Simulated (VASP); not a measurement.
A convergence study with VASP on Mo (bcc): a few settings are varied, all else stays as given below, so the limit is that of these other settings. The cell's lengths are 1 % over those of the tabulated start, so it is off equilibrium.

```
Mo
1.0
   -1.59075     1.59075     1.59075
    1.59075    -1.59075     1.59075
    1.59075     1.59075    -1.59075
Mo
1
Direct
  0.00000   0.00000   0.00000
```

Computed with LDA (Ceperley-Alder, Perdew-Zunger), VASP's LDA PAW potentials (set 64) (plane waves; VASP). The last row used: LREAL = Auto, 600 eV cut-off, 14×14×14 Γ-centred mesh, first-order Methfessel-Paxton smearing of 0.10 eV, potentials Mo_sv.

| setting | E (eV/atom) | pressure (GPa) | plane waves |
|---|---|---|---|
| ENCUT = 300, LREAL = .FALSE., PREC = Normal | -12.0709 | -16.01 | 202 |
| ENCUT = 400, LREAL = .FALSE., PREC = Normal | -12.0650 | -16.08 | 321 |
| ENCUT = 500, LREAL = .FALSE., PREC = Normal | -12.0655 | -15.41 | 420 |
| ENCUT = 600, LREAL = .FALSE., PREC = Normal | -12.0655 | -15.45 | 555 |
| ENCUT = 500, LREAL = .FALSE., PREC = Accurate | -12.0655 | -15.41 | 420 |
| ENCUT = 600, LREAL = .FALSE., PREC = Accurate | -12.0655 | -15.45 | 555 |
| ENCUT = 300, LREAL = Auto, PREC = Normal | -12.0703 | -16.11 | 202 |
| ENCUT = 400, LREAL = Auto, PREC = Normal | -12.0669 | -16.04 | 321 |
| ENCUT = 500, LREAL = Auto, PREC = Normal | -12.0658 | -15.77 | 420 |
| ENCUT = 600, LREAL = Auto, PREC = Normal | -12.0654 | -14.57 | 555 |
| ENCUT = 300, LREAL = Auto, PREC = Accurate | -12.0702 | -16.02 | 202 |
| ENCUT = 400, LREAL = Auto, PREC = Accurate | -12.0650 | -16.14 | 321 |
| ENCUT = 500, LREAL = Auto, PREC = Accurate | -12.0662 | -15.38 | 420 |
| ENCUT = 600, LREAL = Auto, PREC = Accurate | -12.0659 | -15.34 | 555 |

Left out are rungs that failed or repeat a setting and relaxations that didn't move; long series are thinned to 24 rows.

The compound is Mo in the bcc structure. The cell was not relaxed at this level.
